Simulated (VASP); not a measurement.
Ca (space group Im-3m): computed properties

The numbers are results of r2SCAN meta-GGA, VASP's PBE PAW potentials (set 64) (plane waves; VASP 6.6.1), not measurements.

```json
{
  "space_group": "Im-3m (229)",
  "cell": "a = 4.4313 Å, b = 4.4313 Å, c = 4.4313 Å, α = 90.00°, β = 90.00°, γ = 90.00°",
  "volume_per_atom": "43.51 Å^3/atom",
  "band gap (over mesh and band path)": "none (metal, semimetal or under 0.01 eV)",
  "density": "1.53 g/cm³"
}
```

```cif
data_Ca
_chemical_formula_sum 'Ca1'
_space_group_name_H-M_alt 'P 1'
_space_group_IT_number 1
_cell_length_a 3.83758
_cell_length_b 3.83758
_cell_length_c 3.83758
_cell_angle_alpha 109.471
_cell_angle_beta 109.471
_cell_angle_gamma 109.471
loop_
_space_group_symop_operation_xyz
  'x, y, z'
loop_
_atom_site_label
_atom_site_type_symbol
_atom_site_fract_x
_atom_site_fract_y
_atom_site_fract_z
_atom_site_occupancy
Ca1 Ca 0.00000 0.00000 0.00000 1
```

The structure comes from a measured Ca entry (Im-3m) of the Crystallography Open Database, whose conditions weren't checked. It was relaxed first. Symmetry was kept, so distortions that lower it aren't found.
